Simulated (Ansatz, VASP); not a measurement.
# NiO in two plane-wave programs

Aim: how closely do two programs agree when they are given the same cell, functional and k mesh? The cell is taken from a series of runs on this material, whose earlier steps may have relaxed, scaled, displaced or heated it; both programs get it as it stands.

Program: Ansatz 0.2.0. Level of theory: plane waves, with VASP 6.6.1 beside it; relaxation of cell and atoms at r2SCAN. Results are calculated unless marked as measured.

### 1. The starting structure

The structure is cubic, space group Fm-3m (No. 225). Conventional cell: a = 4.172 Å, b = 4.172 Å, c = 4.172 Å, α = 90.00°, β = 90.00°, γ = 90.00°. Nearest to Ni lie 6 O at 2.09 Å. Nearest to O lie 6 Ni at 2.09 Å. Farther neighbours and most contacts between anions are not listed.

### 2. Ansatz: relaxation of cell and atoms, r2SCAN

Ansatz runs on its default PAW (the set named soft_2) files.

The relaxed volume is the usual yardstick between codes: in a stiff, nearly cubic crystal its relative difference is about their pressure difference at one cell divided by the bulk modulus.

Input file input.yaml:

```yaml
crystal:
  lattice:
    - [2.0859016414, 4.1718032828, 2.0859016414]
    - [4.1718032828, 2.0859016414, 2.0859016414]
    - [4.1718032828, 4.1718032828, 0.0]
  atoms:
    - { symbol: Ni, position: [0.0, 0.0, 0.0], spin: 2.0 }
    - { symbol: O, position: [0.5, 0.5, 0.75] }
    - { symbol: Ni, position: [0.0, 0.0, 0.5], spin: -2.0 }
    - { symbol: O, position: [0.5, 0.5, 0.25] }
kpoints:
  mp_grid: { grid: [9, 9, 9] }
hamiltonian:
  xc: r2scan
scf:
  occupations: { method: gaussian, width: 0.02 }
output:
  forces: true
  stress: true
  eigenvalues: true
  populations: true
magnetization:
  spin_polarized: true
relax:
  adjacent_minimum: "off"
  f_tol: 0.005
  max_steps: 60
  cell: { stress_tol: 0.03 }
```

Launch:

```
$ ansatz run input.yaml --threads 4 --pin off --max-ram 8192MiB --backend cpu --events-out ev --progress --plain --runs-dir out
```

Numbers of over 12 decimals in the logs are rounded to 6 here.

The log of the run:

```text
basis.fft_grid_basis auto: the FFT boxes are laid along the combinations [[1, 0, -1], [0, 1, -1], [1, 1, -1]] of the cell's own vectors, 2.950, 2.950 and 5.109 Å long. The dense box has 24×24×40 points. Along the cell's own vectors, as sized, it would have 40×40×45, 3.12 times as many. basis.fft_grid_basis: typed keeps the cell's own vectors: state it where this run's energies or levels are differenced outside the engine with another run's, or held beside a run that keeps those vectors.
Engine: ansatz 0.2.0, aarch64-unknown-linux-gnu
Pseudopotentials: kind: paw
Pseudopotential: Ni, paw, valence charge 18, recommended cutoff 500 eV (meta_gga), Ni.paw.azcp
Pseudopotential: O, paw, valence charge 6, recommended cutoff 500 eV (meta_gga), O.paw.azcp
Functional definition: r2SCAN
  parameter k0 = 0.174
  parameter k1 = 0.065
  parameter a1 = 4.9479
  exchange = r2scan_x(k0 = k0, k1 = k1, a1 = a1)
  correlation = r2scan_c
Crystal: 4 atoms, lattice volume = 36.303 Å³
Basis set: ecut = 500 eV, 923 PW (Γ), FFT grids on a1−a3, a2−a3, a1+a2−a3, exchange–correlation on 96×96×160 points (64 copies of the dense FFT grid, shifted against one another)
Bands: 32, of which v1, the nominal top of the filled ones, is band 24 counted from 1 (23 counted from 0)
Symmetry: 12 space group operations
Space group: R-3m (ITA 166), of the structure as read, at distance tolerance 3.3e-5 Å
Magnetic group: BNS 166.102 (UNI 1332), of the structure as read, at distance tolerance 3.3e-5 Å
k-points: 85 of 729
Non-local potential: Ni, projectors of the file, l = 0: 3, l = 1: 2, l = 2: 3, l = 3: 1
Non-local potential: O, projectors of the file, l = 0: 2, l = 1: 2, l = 2: 1
PAW form: soft (Blöchl's): semilocal exchange-correlation on the pseudo side does not see the compensation charge
PAW frozen core: Ni, regenerated for the run's functional (the file was generated under x = pbe(κ = 0.804, μ = 0.219515), c = pbe(β = 0.066725))
PAW frozen core: O, regenerated for the run's functional (the file was generated under x = pbe(κ = 0.804, μ = 0.219515), c = pbe(β = 0.066725))
PAW one-centre angular grid: Ni, 590 points (default); XC on 160 Gauss nodes
PAW one-centre angular grid: O, 302 points (default); XC on 160 Gauss nodes
Initial density: superposition of atomic densities (chi_scale 0.1, normalization cell, long waves kept (reshape's long-wave potential 0.00 eV rms))
Starting moments: Σ|m| = 4 μB on 2 of 4 sites
Starting magnetic order: antiferromagnet; a translation exchanges its spin sublattices: spin-degenerate at every k-point
Initial wavefunctions: pseudopotential atomic-orbital guess
Functional: x = r2scan, c = r2scan; τ floored in thin density (d = 2e-4 eV/Å³)
SCF iter   1: F=—  HF=-12823.534516 eV  |F-HF|=—  |Δ(HF+E_count)|=         —  Δρ=1.26e-1 (↑1.26e-1 ↓1.26e-1)  dr2=1.13e1  dr2_τ=2.87e-2  dr2_m=1.04e0  M=0.000 μB ∫|m|=2.962 μB  β_m=0.30  ethr=3.10e-3  ⟨swp⟩=5.1  Hψ=10110  notcnv=0  defer=1
Mixer restart at iter 1: flushing history
preconditioner: auto → none  [insulator: Δε(μ)=0.421 eV  Ē_g=13.847 eV  σ=0.020 eV  W_gap=1.00  n_scr=16 (ndim 8)  ℏωp=34.9 eV  f_vac=0.000  D(μ)=0.00/eV (n_scr^D=0)  ε∞_Penn≈7.3]
SCF iter   2: F=—  HF=-12825.650158 eV  |F-HF|=—  |Δ(HF+E_count)|=    2.12e0  Δρ=5.68e-2 (↑5.68e-2 ↓5.68e-2)  dr2=9.70e-1  dr2_τ=6.32e-2  dr2_m=4.40e-1  M=0.000 μB ∫|m|=3.458 μB  β_m=0.30  ethr=3.10e-3  ⟨swp⟩=4.2  Hψ=6385  notcnv=0  defer=300  κ⁻¹=1.0e0(r=1)
SCF iter   3: F=—  HF=-12826.044867 eV  |F-HF|=—  |Δ(HF+E_count)|=   3.95e-1  Δρ=3.95e-2 (↑3.95e-2 ↓3.95e-2)  dr2=2.79e-1  dr2_τ=1.55e-2  dr2_m=2.43e-1  M=0.000 μB ∫|m|=3.390 μB  β_m=0.30  ethr=2.02e-3  ⟨swp⟩=2.9  Hψ=4461  notcnv=0  defer=300  κ⁻¹=1.2e-2(r=2)
SCF iter   4: F=—  HF=-12827.058441 eV  |F-HF|=—  |Δ(HF+E_count)|=         —  Δρ=1.45e-2 (↑1.45e-2 ↓1.45e-2)  dr2=5.46e-2  dr2_τ=3.16e-3  dr2_m=3.12e-2  M=0.000 μB ∫|m|=3.397 μB  β_m=0.30  ethr=5.81e-4  ⟨swp⟩=3.1  Hψ=4621  notcnv=0  defer=300
Mixer restart at iter 4: flushing history
SCF iter   5: F=—  HF=-12827.139158 eV  |F-HF|=—  |Δ(HF+E_count)|=   8.07e-2  Δρ=9.61e-3 (↑9.61e-3 ↓9.61e-3)  dr2=9.52e-3  dr2_τ=1.01e-3  dr2_m=1.64e-2  M=0.000 μB ∫|m|=3.428 μB  β_m=0.30  ethr=1.14e-4  ⟨swp⟩=3.0  Hψ=4033  notcnv=0  defer=299  κ⁻¹=1.0e0(r=1)
SCF iter   6: F=—  HF=-12827.180767 eV  |F-HF|=—  |Δ(HF+E_count)|=   4.16e-2  Δρ=6.32e-3 (↑6.32e-3 ↓6.32e-3)  dr2=4.95e-3  dr2_τ=4.56e-4  dr2_m=7.24e-3  M=0.000 μB ∫|m|=3.435 μB  β_m=0.30  ethr=1.98e-5  ⟨swp⟩=2.4  Hψ=4462  notcnv=0  defer=299  κ⁻¹=9.5e-2(r=2)
SCF iter   7: F=—  HF=-12827.214736 eV  |F-HF|=—  |Δ(HF+E_count)|=   3.40e-2  Δρ=1.16e-3 (↑1.16e-3 ↓1.16e-3)  dr2=1.64e-4  dr2_τ=1.20e-5  dr2_m=3.98e-4  M=0.000 μB ∫|m|=3.457 μB  β_m=0.30  ethr=1.03e-5  ⟨swp⟩=3.0  Hψ=5204  notcnv=0  defer=299  κ⁻¹=8.9e-3(r=3)
[...]
SCF iter   7: F=—  HF=-12827.216637 eV  |F-HF|=—  |Δ(HF+E_count)|=   1.13e-5  Δρ=2.56e-5 (↑2.56e-5 ↓2.56e-5)  dr2=3.66e-7  dr2_τ=4.55e-9  dr2_m=1.07e-7  M=0.000 μB ∫|m|=3.460 μB  β_m=0.30  ethr=2.08e-9  ⟨swp⟩=2.1  Hψ=4167  notcnv=0  κ⁻¹=1.6e-6(r=6)
[...]
SCF 3 converged in 8 iterations: F = -12827.216637 eV  dr2 = 1.05e-7
[...]
SCF iter   5: F=—  HF=-12827.216249 eV  |F-HF|=—  |Δ(HF+E_count)|=   7.82e-8  Δρ=4.36e-6 (↑4.36e-6 ↓4.36e-6)  dr2=8.04e-9  dr2_τ=4.16e-10  dr2_m=1.55e-10  M=0.000 μB ∫|m|=3.459 μB  β_m=0.30  ethr=2.00e-10  ⟨swp⟩=2.0  Hψ=3367  notcnv=0  κ⁻¹=3.1e-6(r=4)
SCF iter   6: F=—  HF=-12827.216249 eV  |F-HF|=—  |Δ(HF+E_count)|=   6.68e-8  Δρ=3.28e-6 (↑3.28e-6 ↓3.28e-6)  dr2=3.38e-9  dr2_τ=2.11e-10  dr2_m=6.97e-10  M=0.000 μB ∫|m|=3.459 μB  β_m=0.30  ethr=1.67e-11  ⟨swp⟩=2.2  Hψ=3703  notcnv=0  κ⁻¹=3.1e-6(r=5)
SCF iter   7: F=—  HF=-12827.216249 eV  |F-HF|=—  |Δ(HF+E_count)|=   2.31e-8  Δρ=3.21e-6 (↑3.21e-6 ↓3.21e-6)  dr2=3.74e-9  dr2_τ=1.79e-10  dr2_m=5.54e-10  M=0.000 μB ∫|m|=3.459 μB  β_m=0.30  ethr=7.05e-12  ⟨swp⟩=2.3  Hψ=3493  notcnv=0  κ⁻¹=3.0e-6(r=6)
SCF iter   8: F=—  HF=-12827.216249 eV  |F-HF|=—  |Δ(HF+E_count)|=   9.55e-8  Δρ=1.74e-6 (↑1.74e-6 ↓1.74e-6)  dr2=1.58e-9  dr2_τ=2.12e-11  dr2_m=4.83e-10  M=0.000 μB ∫|m|=3.459 μB  β_m=0.30  ethr=7.05e-12  ⟨swp⟩=2.0  Hψ=4724  notcnv=0  κ⁻¹=4.5e-7(r=7)
SCF iter   9: F=—  HF=-12827.216249 eV  |F-HF|=—  |Δ(HF+E_count)|=   2.47e-9  Δρ=5.52e-7 (↑5.52e-7 ↓5.52e-7)  dr2=9.09e-11  dr2_τ=3.08e-12  dr2_m=6.08e-11  M=0.000 μB ∫|m|=3.459 μB  β_m=0.30  ethr=3.30e-12  ⟨swp⟩=2.1  Hψ=3851  notcnv=0  κ⁻¹=4.3e-7(r=8)
SCF iter  10: F=—  HF=-12827.216249 eV  |F-HF|=—  |Δ(HF+E_count)|=  5.46e-10  Δρ=1.43e-7 (↑1.43e-7 ↓1.43e-7)  dr2=1.08e-11  dr2_τ=8.82e-14  dr2_m=2.86e-12  M=0.000 μB ∫|m|=3.459 μB  β_m=0.30  ethr=1.00e-12  ⟨swp⟩=2.0  Hψ=4470  notcnv=0  κ⁻¹=5.7e-7(r=8)
SCF iter  11: F=-12827.216249 eV  HF=-12827.216249 eV  |F-HF|=1.82e-12  |Δ(HF+E_count)|=  5.46e-12  Δρ=8.88e-8 (↑8.88e-8 ↓8.88e-8)  dr2=4.02e-12  dr2_τ=5.99e-14  dr2_m=1.29e-12  M=0.000 μB ∫|m|=3.459 μB  ethr=1.00e-12  ⟨swp⟩=4.4  Hψ=12167  notcnv=0
SCF 4 converged in 11 iterations: F = -12827.216249 eV  dr2 = 4.02e-12
relax step   4: F+E_penalty+E_count = -12827.21624927 eV  Δ(F+E_penalty+E_count) = +3.878e-4 eV  max|allowed force component| = 6.530e-29 eV/Å  Δτ_max = 0.0000 Å  P = +0.001 GPa  Ω = 36.065 Å³  stress off target by 5.27e-3 GPa  SCF on the basis re-selected at this cell (its energy is not comparable with the rows above)  (11 SCF iters)
basis re-selected at this cell: Δ(F+E_penalty+E_count) = +3.878e-4 eV, ΔP = -0.000 GPa vs the last step (what re-selecting the basis moved, of the pressure what is left beyond the Pulay correction that the steps carried, after the strain that the cell walked since its last selection, with what the two solves' SCF thresholds leave and, on support functions, any second-order correction that the steps lacked; it is no m [...]
SCF converged after 11 iterations
Stability not checked: this state was not tested for a lower state beside it, because the mixer in use, unlike msr1, does not test its closes by its own steps (another_mixer; see scf.mixing.algorithm and scf.lower_state_search)
Magnetization: 0.0000 μB (24.0000 up, 24.0000 down)
Absolute magnetization: 3.4564 μB (∫|ρ↑−ρ↓|, with the PAW one-centre terms)
Spin contamination: 1.8041 ħ² per cell (⟨S²⟩ above its minimum at these occupations)
Per-site moments (μB) at R_I (Å): [(1.572098, 0.858557), (2.2118087063828248e-18, 0.858557), (-1.572098, 0.858557), (4.7445341746176537e-17, 0.858557)]
Free energy (F): -12827.216249 eV
Harris-Foulkes:  -12827.216249 eV  (|F-HF|=1.82e-12)
Internal energy: -12827.216249 eV  (E = F + TS)
E sigma→0 (E₀):  -12827.216249 eV
Fermi energy:    14.705527 eV
--- Per-component energies (eV) ---
  E_band       = -711.362714
  E_kinetic    = 904.586689
  E_local      = -7971.822049  (includes V_loc(G=0)·N_el)
  E_nonlocal   = 1393.800385
  E_hartree    = 3288.238468
  E_xc         = -300.054577
  E_vxc        = -436.512007  (∫ρ·V_xc dr)
  E_paw        = -3617.442100  (= ΣΔE_a)
  E_vpaw       = -1206.740025  (= ΣTr[D̂ρ^β])
  E_aug_tail   = 0.002094  (compensation charges beyond the density's cutoff)
  E_vtau       = 28.845106  (kinetic-family band-sum trace: ∫τ·v_τ [+ j·A + Jᵃ·Aᵃ] dr)
  E_ewald      = -6523.861141
  E_core_change = -0.664019  (= ΣΔE_core)
  E_smearing   = -0.000000  (= −TS)
  E_closure    = -0.000000  (closes the sum)
  Σ components = -12827.216249   (vs F -12827.216249, Δ=0.00e0)
--- Forces (eV/Å), atoms counted from 1 ---
  atom   1  Ni     0.00000000     0.00000000     0.00000000
  atom   2  O      0.00000000     0.00000000     0.00000000
  atom   3  Ni     0.00000000     0.00000000    -0.00000000
  atom   4  O     -0.00000000    -0.00000000    -0.00000000
  max |Σ_I F_I| component: 1.51e-28 eV/Å
--- Stress (GPa, compression-positive) ---
        0.000595       0.002337       0.002337
        0.002337       0.000595       0.002337
        0.002337       0.002337       0.000595
  P = ⅓ Tr σ = 0.0006 GPa (0.006 kbar)
--- Band table (eV; the first three rows and the last of 170) ---
  k-point 0 ↑: bands = [... 20 lower, 11.9920, 12.9929, 12.9929, 13.1403, 16.6911, 16.8248, 16.8248, 20.7023, ... 4 higher]
  k-point 1 ↑: bands = [... 20 lower, 12.4687, 13.0417, 13.0675, 13.1920, 16.4928, 16.7738, 17.5377, 21.4801, ... 4 higher]
  k-point 2 ↑: bands = [... 20 lower, 12.6955, 12.9638, 13.2184, 13.2331, 16.2316, 16.6660, 19.3027, 23.0806, ... 4 higher]
  k-point 84 ↓: bands = [... 20 lower, 12.6764, 12.8534, 13.4450, 13.4450, 16.4898, 16.4898, 19.1079, 19.8616, ... 4 higher]
--- Relaxed structure (3 steps of the walk, 3 accepted, 1 SCFs on fresh bases) ---
  F+E_penalty+E_count = -12827.21624927 eV   max|allowed force component| = 6.530e-29 eV/Å   (the final SCF, on the basis selected at the relaxed cell)
  cell:  # Å, volume = 36.0653 Å³
    - [2.072460, 4.156767, 2.072460]
    - [4.156767, 2.072460, 2.072460]
    - [4.156767, 4.156767, -0.011848]
  atoms:
    - { symbol: Ni, position: [0, 0, 0] }
    - { symbol: O, position: [0.500000, 0.500000, 0.75] }
    - { symbol: Ni, position: [0, 0, 0.5] }
    - { symbol: O, position: [0.500000, 0.500000, 0.25] }
--- Löwdin populations: 4 sites ---
  site symbol       q [e]    m [muB]
     0     Ni     16.8474     1.5435
     1      O      7.0451    -0.0000
     2     Ni     16.8474    -1.5435
     3      O      7.0451    -0.0000
  spilling = 0.004478 (of n_electrons = 48.000000)
```

Reading the cycles: dr2 is the Hartree energy of the density residual (eV), the measure of convergence; HF is the Harris–Foulkes estimate of the energy, which meets the free energy F at convergence.

(Part 1 of 2 ends here.)

[Lines on the potential files, build, host, timing and source positions are cut from VASP's logs without a mark.]

[Logs are printed without paths, hosts, clocks, repeated set-up lines and the standing remarks that a program may print on its own settings, such as how far it seeks lower states.]

[Hosts, paths, dates, database ids (printed as entryN), source tags and the programs' standing remarks are cut or masked in the printed files.]
